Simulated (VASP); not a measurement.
## GaN: input slips in a band-gap run and what they do

Some runs for the gap of GaN get a fault in the input on purpose. Which of them show, and how? The starting structure is a measured crystal structure from the Crystallography Open Database. The atoms were first relaxed with LDA in that cell, in a run that isn't shown, and the relaxed structure is the one below.

Calculated with VASP 6.6.1; Kohn-Sham DFT with plane waves and PAW; LDA.

### Step 1. Set-up

The structure is hexagonal, space group P6_3mc (No. 186). Conventional cell: a = 3.197 Å, b = 3.197 Å, c = 5.207 Å, α = 90.00°, β = 90.00°, γ = 120.00°. Nearest to Ga lie 4 N at 1.95 to 1.96 Å. Nearest to N lie 4 Ga at 1.95 to 1.96 Å. Farther neighbours and most contacts between anions are not listed.

### Step 2. Reference bands

Contents of INCAR:

```
SYSTEM = GaN
PREC = Accurate
ENCUT = 460
EDIFF = 1E-06
NELM = 100
ISMEAR = 0
SIGMA = 0.03
LREAL = .FALSE.
ALGO = Normal
GGA = CA
NBANDS = 32
LORBIT = 11
LWAVE = .FALSE.
LCHARG = .FALSE.
KPAR = 8
LASPH = .TRUE.
```

Contents of POSCAR:

```
GaN
1.0
    3.1972000000      0.0000000000      0.0000000000
   -1.5986000000      2.7688564210      0.0000000000
    0.0000000000      0.0000000000      5.2070000000
Ga N
2 2
Direct
    0.3333333333      0.6666666667      0.0916875968
    0.6666666667      0.3333333333      0.5916875968
    0.3333333333      0.6666666667      0.4683124032
    0.6666666667      0.3333333333      0.9683124032
```

Contents of KPOINTS:

```
Automatic mesh
0
Gamma
8 8 4
0 0 0
```

Contents of KPOINTS_OPT:

```
Line mode
10
Line-mode
Reciprocal
  0.00000000   0.00000000   0.00000000 GAMMA
  0.50000000   0.00000000   0.00000000 M

  0.50000000   0.00000000   0.00000000 M
  0.33333333   0.33333333   0.00000000 K

  0.33333333   0.33333333   0.00000000 K
  0.00000000   0.00000000   0.00000000 GAMMA

  0.00000000   0.00000000   0.00000000 GAMMA
  0.00000000   0.00000000   0.50000000 A

  0.00000000   0.00000000   0.50000000 A
  0.50000000   0.00000000   0.50000000 L

  0.50000000   0.00000000   0.50000000 L
  0.33333333   0.33333333   0.50000000 H

  0.33333333   0.33333333   0.50000000 H
  0.00000000   0.00000000   0.50000000 A

  0.50000000   0.00000000   0.50000000 L
  0.50000000   0.00000000   0.00000000 M

  0.33333333   0.33333333   0.00000000 K
  0.33333333   0.33333333   0.50000000 H
```

Potentials, in the order of the species: Ga_d and N (LDA family, release 64).

Command:

```console
> mpirun -np 8 vasp_std
```

Log:

```text
[banner, memory and clock lines left out]
running    8 mpi-ranks, on    1 nodes
 distrk:  each k-point on    1 cores,    8 groups
 distr:  one band on    1 cores,    1 groups

 POSCAR found type information on POSCAR GaN
 POSCAR found :  2 types and       4 ions
|                                                                             |
|           W    W    AA    RRRRR   N    N  II  N    N   GGGG   !!!           |
|           W    W   A  A   R    R  NN   N  II  NN   N  G    G  !!!           |
|           W    W  A    A  R    R  N N  N  II  N N  N  G       !!!           |
|           W WW W  AAAAAA  RRRRR   N  N N  II  N  N N  G  GGG   !            |
|           WW  WW  A    A  R   R   N   NN  II  N   NN  G    G                |
|           W    W  A    A  R    R  N    N  II  N    N   GGGG   !!!           |
|                                                                             |
|     For optimal performance we recommend to set                             |
|       NCORE = 2 up to number-of-cores-per-socket                            |
|     NCORE specifies how many cores store one orbital (NPAR=cpu/NCORE).      |
|     This setting can greatly improve the performance of VASP for DFT.       |
|     The default, NCORE=1 might be grossly inefficient on modern             |
|     multi-core architectures or massively parallel machines. Do your        |
|     Unfortunately you need to use the default for GW and RPA                |
|     calculations (for HF NCORE is supported but not extensively tested      |
|     yet).                                                                   |
|                                                                             |

 LDA part: xc-table for (Slater(with rela. corr.)+CA(PZ))
 , standard interpolation
 POSCAR, INCAR and KPOINTS ok, starting setup
 FFT: planning ... GRIDC
 FFT: planning ... GRID_SOFT
 FFT: planning ... GRID
 WAVECAR not read
 entering main loop
       N       E                     dE             d eps       ncg     rms          rms(c)
DAV:   1     0.281565581933E+03    0.28157E+03   -0.14976E+04  2384   0.191E+03
DAV:   2     0.701330616870E+01   -0.27455E+03   -0.25130E+03  1944   0.468E+02
DAV:   3    -0.307999194800E+02   -0.37813E+02   -0.37242E+02  2280   0.121E+02
DAV:   4    -0.318630044554E+02   -0.10631E+01   -0.10621E+01  2192   0.227E+01
DAV:   5    -0.318785702994E+02   -0.15566E-01   -0.15565E-01  2328   0.278E+00    0.106E+01
DAV:   6    -0.279414223255E+02    0.39371E+01   -0.69389E+00  3192   0.398E+01    0.332E+00
DAV:   7    -0.279376654165E+02    0.37569E-02   -0.94574E-01  2080   0.685E+00    0.254E+00
DAV:   8    -0.279000895027E+02    0.37576E-01   -0.21839E-01  2800   0.335E+00    0.157E+00
DAV:   9    -0.278774565221E+02    0.22633E-01   -0.39752E-02  2880   0.254E+00    0.478E-01
DAV:  10    -0.278781284989E+02   -0.67198E-03   -0.53696E-03  2392   0.503E-01    0.238E-01
DAV:  11    -0.278778006648E+02    0.32783E-03   -0.11446E-03  3088   0.583E-01    0.111E-01
DAV:  12    -0.278778110393E+02   -0.10375E-04   -0.17112E-04  2136   0.687E-02    0.108E-01
DAV:  13    -0.278778187601E+02   -0.77208E-05   -0.23246E-06  2200   0.109E-02    0.131E-01
DAV:  14    -0.278778050677E+02    0.13692E-04   -0.10027E-04  2336   0.584E-02    0.511E-02
DAV:  15    -0.278778007448E+02    0.43229E-05   -0.59992E-06  2136   0.162E-02    0.336E-02
DAV:  16    -0.278777993575E+02    0.13873E-05   -0.13661E-06  1560   0.654E-03    0.224E-02
DAV:  17    -0.278777984710E+02    0.88652E-06   -0.14777E-06  1600   0.721E-03
   1 F= -.27877798E+02 E0= -.27877798E+02  d E =-.535262E-25
 Start KPOINTS_OPT (optional k-point list driver)
k-point batch [1-30\90]
       N       E                     dE             ncg
DAV:   1     0.374582873895E+04   -0.24809E+05     2384
DAV:   2    -0.426544517805E+04   -0.80113E+04     1984
DAV:   3    -0.537035583919E+04   -0.11049E+04     2224
DAV:   4    -0.540196849171E+04   -0.31613E+02     2200
DAV:   5    -0.540239213728E+04   -0.42365E+00     2280
DAV:   6    -0.540240985902E+04   -0.17722E-01     2688
DAV:   7    -0.540241026473E+04   -0.40571E-03     2440
DAV:   8    -0.540241026725E+04   -0.25180E-05     1776
DAV:   9    -0.540241026746E+04   -0.20696E-06     1528
[...]
k-point batch [61-90\90]
       N       E                     dE             ncg
DAV:   1     0.382356969724E+04   -0.33849E+05     2360
DAV:   2    -0.429924404646E+04   -0.81228E+04     1952
DAV:   3    -0.545081951812E+04   -0.11516E+04     2240
DAV:   4    -0.548505259818E+04   -0.34233E+02     2280
DAV:   5    -0.548550367687E+04   -0.45108E+00     2216
DAV:   6    -0.548552175183E+04   -0.18075E-01     2752
DAV:   7    -0.548552227689E+04   -0.52506E-03     2424
DAV:   8    -0.548552227965E+04   -0.27642E-05     1976
DAV:   9    -0.548552227985E+04   -0.19303E-06     1440
```

Elapsed: 9.4 s, on 8 MPI ranks of Intel Xeon Platinum 8488C (Sapphire Rapids), shared host; peak memory 1.4 GiB.

Lines that name or quote the potential files are left out of all logs, and their timing lines are given in words.

Parts of OUTCAR (step 2):

```text
ion  position               nearest neighbor table
   1  0.333  0.667  0.092-   4 1.95   4 1.95   4 1.95   3 1.96
   2  0.667  0.333  0.592-   3 1.95   3 1.95   3 1.95   4 1.96
   3  0.333  0.667  0.468-   2 1.95   2 1.95   2 1.95   1 1.96
   4  0.667  0.333  0.968-   1 1.95   1 1.95   1 1.95   2 1.96

  LATTYP: Found a hexagonal cell.
 ALAT       =     3.1972000000
 C/A-ratio  =     1.6286125360

 Subroutine GETGRP returns: Found 12 space group operations
 (whereof  6 operations were pure point group operations)

The static configuration has the point symmetry C_3v.
 The point group associated with its full space group is C_6v.

 Found     30 irreducible k-points:

   k-points           NKPTS =     30   k-points in BZ     NKDIM =     30   number of bands    NBANDS=     32

   dimension x,y,z NGX =    24 NGY =   24 NGZ =   36
   dimension x,y,z NGXF=    48 NGYF=   48 NGZF=   72

   ENCUT  =  460.0 eV  33.81 Ry    5.81 a.u.   5.59  5.59  9.11*2*pi/ulx,y,z

   NELECT =      36.0000    total number of electrons

 k-points in reciprocal lattice and weights: Automatic mesh
   0.00000000  0.00000000  0.00000000       0.004
   0.12500000  0.00000000  0.00000000       0.023
   0.25000000  0.00000000  0.00000000       0.023
   0.37500000  0.00000000  0.00000000       0.023
   0.50000000  0.00000000  0.00000000       0.012
   0.12500000  0.12500000  0.00000000       0.023
   0.25000000  0.12500000  0.00000000       0.047
   0.37500000  0.12500000  0.00000000       0.047
   0.25000000  0.25000000  0.00000000       0.023
[...]
0.25000000  0.25000000  0.50000000       0.023
   0.37500000  0.25000000  0.50000000       0.023

 average (electrostatic) potential at core
       1 -64.8222       2 -64.8222       3 -62.0699       4 -62.0699

 E-fermi :   5.1806

 k-point     1 :       0.0000    0.0000    0.0000
  band No.  band energies     occupation
    ...
     14       3.9380      2.00000
     15       3.9380      2.00000
     16       4.9292      2.00000
     17       4.9700      2.00000
     18       4.9700      2.00000
     19       6.8371      0.00000
     20       9.0690      0.00000
     21      13.9609      0.00000
     22      14.6266      0.00000
     23      14.6266      0.00000
    ...

 k-point     2 :       0.1250    0.0000    0.0000
  band No.  band energies     occupation
    ...
     14       2.8729      2.00000
     15       3.6275      2.00000
     16       3.8152      2.00000
     17       4.7731      2.00000
     18       4.8310      2.00000
     19       7.8676      0.00000
     20       9.9244      0.00000
     21      13.3931      0.00000
     22      13.8939      0.00000
     23      14.9988      0.00000
    ...

 k-point     3 :       0.2500    0.0000    0.0000
  band No.  band energies     occupation
    ...
     14       0.9690      2.00000
     15       2.1049      2.00000
     16       2.9889      2.00000
     17       4.2577      2.00000
     18       4.4735      2.00000
     19       9.1572      0.00000
     20      10.7162      0.00000
     21      12.1615      0.00000
     22      13.3005      0.00000
     23      14.8985      0.00000
    ...

  Total       -2.1710300     -2.1710300     -2.0904178      0.0000000      0.0000000     -0.0000000
  in kB      -75.4603100    -75.4603100    -72.6584050      0.0000000      0.0000000     -0.0000000
  external PRESSURE =     -74.5263417 kB  Pullay stress =       0.0000000 kB

  energy-cutoff  :      460.00
  volume of cell :       46.10
      direct lattice vectors                 reciprocal lattice vectors
     3.197200000  0.000000000  0.000000000     0.312773677  0.180579967  0.000000000
    -1.598600000  2.768856421  0.000000000     0.000000000  0.361159933  0.000000000
     0.000000000  0.000000000  5.207000000     0.000000000  0.000000000  0.192049165

 POSITION                                       TOTAL-FORCE (eV/Angst)
 -----------------------------------------------------------------------------------
     -0.00000      1.84590      0.47742        -0.000000      0.000000     -0.003020
      1.59860      0.92295      3.08092         0.000000      0.000000     -0.003020
     -0.00000      1.84590      2.43850         0.000000     -0.000000      0.003020
      1.59860      0.92295      5.04200        -0.000000      0.000000      0.003020
 -----------------------------------------------------------------------------------
    total drift:                               -0.000000      0.000000      0.001222

  FREE ENERGIE OF THE ION-ELECTRON SYSTEM (eV)
  ---------------------------------------------------
  free  energy   TOTEN  =       -27.8777984710 eV

  energy  without entropy=      -27.8777984710  energy(sigma->0) =      -27.87779847

 total charge
# of ion       s       p       d       tot
------------------------------------------
    1        0.795   0.898  10.172  11.865
    2        0.795   0.898  10.172  11.865
    3        1.214   2.478   0.000   3.692
    4        1.214   2.478   0.000   3.692
--------------------------------------------------
tot          4.018   6.751  20.345  31.114

[... 3 further parts left out ...]
```

Spin-orbit coupling is off here; it would split degenerate levels. At this level the cell is under a tension of 7.5 GPa, so at these settings it is away from equilibrium.

The reference gap is 1.867 eV.

### Step 3. Bands with no empty bands

A slip made on purpose: no empty bands. Against step 2 the input has NBANDS = 18 and no band path (also changed: NELM).

Edit INCAR of step 2 so:

```diff
@@ -4,3 +4,3 @@
 EDIFF = 1E-06
-NELM = 100
+NELM = 60
 ISMEAR = 0
@@ -10,3 +10,3 @@
 GGA = CA
-NBANDS = 32
+NBANDS = 18
 LORBIT = 11
```

POSCAR is that of step 2.

KPOINTS is that of step 2.

Command:

```console
> mpirun -np 8 vasp_std
```

Log:

```text
[banner, memory and clock lines left out]
running    8 mpi-ranks, on    1 nodes
[...]
[... a notice as in an earlier step ...]

 LDA part: xc-table for (Slater(with rela. corr.)+CA(PZ))
 , standard interpolation
 POSCAR, INCAR and KPOINTS ok, starting setup
[...]
entering main loop
       N       E                     dE             d eps       ncg     rms          rms(c)
DAV:   1     0.269637041791E+03    0.26964E+03   -0.17885E+04  1096   0.343E+03
DAV:   2     0.174202304536E+02   -0.25222E+03   -0.25222E+03  1254   0.535E+02
DAV:   3    -0.275584943506E+02   -0.44979E+02   -0.44979E+02  1226   0.169E+02
DAV:   4    -0.313178359661E+02   -0.37593E+01   -0.37593E+01  1432   0.431E+01
[...]
DAV:  12    -0.278778017131E+02   -0.10917E-04   -0.11309E-04  1208   0.796E-02    0.262E-02
DAV:  13    -0.278777981329E+02    0.35802E-05   -0.27343E-05  1614   0.937E-02    0.152E-03
DAV:  14    -0.278777988943E+02   -0.76133E-06   -0.55321E-06  1202   0.221E-02
[...]
|           W    W   A  A   R    R  NN   N  II  NN   N  G    G  !!!           |
|           W    W  A    A  R    R  N N  N  II  N N  N  G       !!!           |
|           W WW W  AAAAAA  RRRRR   N  N N  II  N  N N  G  GGG   !            |
|           WW  WW  A    A  R   R   N   NN  II  N   NN  G    G                |
|           W    W  A    A  R    R  N    N  II  N    N   GGGG   !!!           |
|                                                                             |
|     Your highest band is occupied at some k-points! Unless you are          |
|     performing a calculation for an insulator or semiconductor, without     |
|     unoccupied bands, you have included TOO FEW BANDS!! Please increase     |
|     the parameter NBANDS in file INCAR to ensure that the highest band      |
|     is unoccupied at all k-points. It is always recommended to include      |
|     a few unoccupied bands to accelerate the convergence of                 |
|     molecular-dynamics runs (even for insulators or semiconductors),        |
|     since the presence of unoccupied bands improves wavefunction            |
|     prediction and helps to suppress 'band-crossings'.                      |
|                                                                             |

   1 F= -.27877799E+02 E0= -.27877799E+02  d E =-.232594E-15
```

Run time: 3 s. Hardware: 8 MPI ranks; peak memory 1.2 GiB.

From OUTCAR (step 3):

```text
  Total       -2.1810031     -2.1810031     -2.1015376      0.0000000     -0.0000000      0.0000000
  in kB      -75.8069542    -75.8069542    -73.0449044      0.0000000     -0.0000000      0.0000000
  external PRESSURE =     -74.8862709 kB  Pullay stress =       0.0000000 kB

 POSITION                                       TOTAL-FORCE (eV/Angst)
 -----------------------------------------------------------------------------------
     -0.00000      1.84590      0.47742         0.000000      0.000000     -0.002930
      1.59860      0.92295      3.08092        -0.000000      0.000000     -0.002930
     -0.00000      1.84590      2.43850         0.000000     -0.000000      0.002930
      1.59860      0.92295      5.04200        -0.000000      0.000000      0.002930
 -----------------------------------------------------------------------------------
    total drift:                               -0.000000      0.000000      0.000835

  FREE ENERGIE OF THE ION-ELECTRON SYSTEM (eV)
  ---------------------------------------------------
  free  energy   TOTEN  =       -27.8777988943 eV

  energy  without entropy=      -27.8777988943  energy(sigma->0) =      -27.87779889

[... 1 part as in an earlier step ...]

[... 2 further parts left out ...]
[key lines of the parts left out:]
E-fermi :   5.1253
```

The run converges, yet it holds no empty band, so no gap can be read from it.

### Step 4. Bands with a fixed density without a density file

A slip made on purpose: a fixed density without a density file. Against step 2 the input has ICHARG = 11 (also changed: NELM).

Edit INCAR of step 3 so:

```diff
@@ -10,3 +10,3 @@
 GGA = CA
-NBANDS = 18
+NBANDS = 32
 LORBIT = 11
@@ -16 +16,2 @@
 LASPH = .TRUE.
+ICHARG = 11
```

POSCAR is that of step 3.

KPOINTS is that of step 3.

KPOINTS_OPT is that of step 2.

Command:

```console
> mpirun -np 8 vasp_std
```

Log:

```text
[banner, memory and clock lines left out]
running    8 mpi-ranks, on    1 nodes
[...]
|                                                                             |
|           W    W    AA    RRRRR   N    N  II  N    N   GGGG   !!!           |
|           W    W   A  A   R    R  NN   N  II  NN   N  G    G  !!!           |
|           W    W  A    A  R    R  N N  N  II  N N  N  G       !!!           |
|           W WW W  AAAAAA  RRRRR   N  N N  II  N  N N  G  GGG   !            |
|           WW  WW  A    A  R   R   N   NN  II  N   NN  G    G                |
|           W    W  A    A  R    R  N    N  II  N    N   GGGG   !!!           |
|                                                                             |
|     For optimal performance we recommend to set                             |
|       NCORE = 2 up to number-of-cores-per-socket                            |
|     NCORE specifies how many cores store one orbital (NPAR=cpu/NCORE).      |
|     This setting can greatly improve the performance of VASP for DFT.       |
[...]
LDA part: xc-table for (Slater(with rela. corr.)+CA(PZ))
 , standard interpolation
 POSCAR, INCAR and KPOINTS ok, starting setup
[...]
WARNING: CHGCAR is incomplete
|                                                                             |
|     EEEEEEE  RRRRRR   RRRRRR   OOOOOOO  RRRRRR      ###     ###     ###     |
|     E        R     R  R     R  O     O  R     R     ###     ###     ###     |
|     E        R     R  R     R  O     O  R     R     ###     ###     ###     |
|     EEEEE    RRRRRR   RRRRRR   O     O  RRRRRR       #       #       #      |
|     E        R   R    R   R    O     O  R   R                               |
|     E        R    R   R    R   O     O  R    R      ###     ###     ###     |
|     EEEEEEE  R     R  R     R  OOOOOOO  R     R     ###     ###     ###     |
|                                                                             |
|     ERROR: charge density could not be read from file CHGCAR for            |
|     ICHARG>10                                                               |
|                                                                             |
|       ---->  I REFUSE TO CONTINUE WITH THIS SICK JOB ... BYE!!! <----       |
|                                                                             |

1
1
1
1
1
1
1
1
```

The job ended after 6.8 s (8 MPI ranks).

VASP stopped with this message: “ERROR: charge density could not be read from file CHGCAR for ICHARG>10”.

(Part 1 of 2 ends here.)

[Lines on the potential files, build, host, timing and source positions are cut from VASP's logs without a mark.]

[Logs are printed without paths, hosts, clocks, repeated set-up lines and the standing remarks that a program may print on its own settings, such as how far it seeks lower states.]

[Hosts, paths, dates, database ids (printed as entryN), source tags and the programs' standing remarks are cut or masked in the printed files.]
